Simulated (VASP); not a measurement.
Shape and ions are relaxed at each volume.

```xyz
2
Lattice="1.7581 -3.0452 0.0000 1.7581 3.0452 0.0000 0.0000 0.0000 5.4671" Properties=species:S:1:pos:R:3 pbc="T T T"
Tm     1.7581     1.0151     1.3668
Tm     1.7581    -1.0151     4.1003
```

Computed with optB86b-vdW, VASP's PBE PAW potentials (set 64) (plane waves; VASP). Run with 520 eV cut-off, 12×12×7 Γ-centred mesh, first-order Methfessel-Paxton smearing of 0.10 eV, potentials Tm_3.

The 4f electrons are frozen in the core of the lanthanide potential, so 4f levels, which can set the real gap, and their magnetism are missing.

Q: Give the energy at these volumes per atom, relative to the lowest: 27.37, 28.24, 29.11, 29.99, 30.86 Å³.

A: 19.7, 5.5, 0.0, 2.4, 12.0 meV/atom. A third-order Birch-Murnaghan fit gives B0 = 47.6 GPa and B0′ = 2.5.

Measured: bulk modulus 44.5 GPa (computed value off by +7.1 %), as given by Wikipedia, Thulium (infobox). The calculation is for a static lattice, while the measured bulk modulus holds thermal and zero-point effects, which are part of the difference.

The compound is Tm in the hcp structure. It was relaxed first.
